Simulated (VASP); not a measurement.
```xyz
6
Lattice="0.0000 3.7750 3.7750 3.7750 0.0000 3.7750 3.7750 3.7750 0.0000" Properties=species:S:1:pos:R:3 pbc="T T T"
Mo     4.7188     4.7188     4.7188
Mo     4.7188     2.8312     2.8312
Mo     2.8312     2.8312     4.7188
Mo     2.8312     4.7188     2.8312
Hf     0.0000     0.0000     0.0000
Hf     1.8875     1.8875     1.8875
```

All values below come from PBEsol GGA, VASP's PBE PAW potentials (set 64) (plane waves; VASP 6.6.1). Numerical set-up: 300 eV cut-off, 7×7×7 Γ-centred mesh, Gaussian smearing of 0.050 eV, potentials Mo_sv Hf_pv.

At this cut-off the stress carries a Pulay error, which pulls relaxed volumes low. Unless said otherwise, spin-orbit coupling is left out, though it shifts the bands of the heavy elements here.

Question: Predict the energy per atom (σ→0), pressure, band gap (on the k-mesh) with the smallest direct gap where there is one.

Answer: 
band gap (on the k-mesh): none (metal, semimetal or under 0.01 eV)
energy per atom (σ→0): -11.511 eV/atom
pressure: -4.77 GPa

The absolute energy has meaning only against runs of the same code, potentials and settings.

The structure comes from a measured HfMo2 entry of the Crystallography Open Database, whose conditions weren't checked. The cell was not relaxed at this level.
